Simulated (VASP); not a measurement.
Consider the following.

```xyz
4
Lattice="3.8049 0.0000 0.0000 0.0000 3.8049 0.0000 0.0000 0.0000 4.7266" Properties=species:S:1:pos:R:3 pbc="T T T"
Sn     1.9024     3.8049     3.5714
Sn     3.8049     1.9024     1.1552
O      1.9024     1.9024     0.0000
O      0.0000     0.0000     0.0000
```

Calculation: PBEsol GGA, VASP's PBE PAW potentials (set 64) (plane waves; VASP). Settings: 620 eV cut-off, 8×8×7 Γ-centred mesh, first-order Methfessel-Paxton smearing of 0.10 eV, potentials Sn_d O.

Energy and stress use the plane-wave basis of the starting cell. Without a dispersion term in the relaxation, distances and binding between the weakly bound layers, chains or molecules are unreliable, and so is what depends on them.

Problem. The ions, cell shape and volume at an external pressure of 5.0 GPa are relaxed. Give the cell that the relaxation ends in.

Solution. 
```xyz
4
Lattice="3.7392 0.0000 0.0000 0.0000 3.7392 0.0000 0.0000 0.0000 4.4295" Properties=species:S:1:pos:R:3 pbc="T T T"
Sn     1.8696     0.0000     3.2682
Sn     0.0000     1.8696     1.1613
O      1.8696     1.8696     4.4295
O      0.0000     0.0000     0.0000
```
Space group P4/nmm (129), at a tolerance of 0.03 Å.

Problem. How do energy and volume change from the first to the last step?

Solution. The energy (σ→0) changes by +22.8 meV/atom and the volume by -9.5 %, in 12 ionic steps.

The compound is SnO in the litharge structure. This run relaxes it under an external pressure of 5 GPa. Symmetry was kept, so distortions that lower it aren't found.
